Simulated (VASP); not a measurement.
```yaml
crystal:
  lattice:
    - [3.95381, 0.00000, 0.00000]
    - [-1.97690, 3.42410, 0.00000]
    - [0.00000, 0.00000, 5.03509]
  atoms:
    - { symbol: Si, position: [0.33333, 0.66667, 0.19772] }
    - { symbol: Si, position: [0.66667, 0.33333, 0.80228] }
    - { symbol: Rh, position: [0.33333, 0.66667, 0.67338] }
    - { symbol: Rh, position: [0.66667, 0.33333, 0.32662] }
    - { symbol: Rh, position: [0.00000, 0.00000, 0.00000] }
```

Computed with PBEsol GGA with spin-orbit coupling, VASP's PBE PAW potentials (set 64) (plane waves; VASP 6.6.1). Run with 400 eV cut-off, 8×8×6 Γ-centred mesh, Gaussian smearing of 0.050 eV, potentials Si Rh_pv.

Q: What does the run give for the energy per atom (σ→0), band gap (over mesh and band path) with the smallest direct gap where there is one?

A: 
```yaml
band gap (over mesh and band path): none (metal, semimetal or under 0.01 eV)
energy per atom (σ→0): -8.128 eV/atom
```

The absolute energy has meaning only against runs of the same code, potentials and settings.

The structure comes from a computed database's Si2Rh3 entry (P-3m1); how it stands against other phases isn't given here. It was relaxed first.
